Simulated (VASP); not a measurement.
All values below come from PBE GGA, VASP's PBE PAW potentials (set 64) (plane waves; VASP 6.6.1).

VASP ran on this input.

**INCAR**
```
SYSTEM=Te
LCHARG=.FALSE.
LMAXMIX=4
ALGO=Normal   ! blocked Davidson
PREC=Accurate
GGA=PE   ! PBE
ENCUT=480   ! plane-wave cut-off (eV)
LASPH=.TRUE.
ISIF=2   ! forces and stress, cell fixed
LWAVE=.FALSE.
NELM=100   ! most electronic steps
EDIFF=1E-7
LREAL=.FALSE.   ! projection in real space or not
ISMEAR=0   ! Gaussian
SIGMA=0.05
```

### POSCAR
```
Te
4.6689680
  0.5000000771  -0.8660254676   0.0000000000
  0.5000000771   0.8660254676   0.0000000000
  0.0000000000   0.0000000000   1.2733958018
Te
3
Cart
  0.1335795828   0.2313666056   0.8489309590
  0.7328409885   0.0000000000   0.0000000000
  0.1335795828  -0.2313666056   0.4244648428
```

KPOINTS:
```
K-points
0
G
 6 6 4
0 0 0
```

POTCAR, in this order: Te (PBE.64 set). Program: vasp_std.

Q: Predict the energy per atom (σ→0), pressure, largest force.

A: 
- energy per atom (σ→0): -3.129 eV/atom
- pressure: -1.98 GPa
- largest force: 0.00538 Ha/bohr

OSZICAR:
```
...
DAV:   8    -0.938659900471E+01    0.80834E-03   -0.82040E-03   644   0.567E-01    0.139E-01
DAV:   9    -0.938666679294E+01   -0.67788E-04   -0.24799E-04   779   0.124E-01    0.573E-02
DAV:  10    -0.938668228106E+01   -0.15488E-04   -0.42245E-05   672   0.468E-02    0.794E-03
DAV:  11    -0.938668251309E+01   -0.23203E-06   -0.33752E-06   764   0.130E-02    0.313E-03
DAV:  12    -0.938668290771E+01   -0.39462E-06   -0.11280E-06   659   0.698E-03    0.141E-03
DAV:  13    -0.938668276082E+01    0.14689E-06   -0.11811E-07   482   0.238E-03    0.594E-04
DAV:  14    -0.938668277199E+01   -0.11172E-07   -0.32796E-08   452   0.128E-03
   1 F= -.93866828E+01 E0= -.93866828E+01  d E =-.917646E-09
```

The compound is Te in the trig structure. This cell was strained or had an atom moved on purpose.
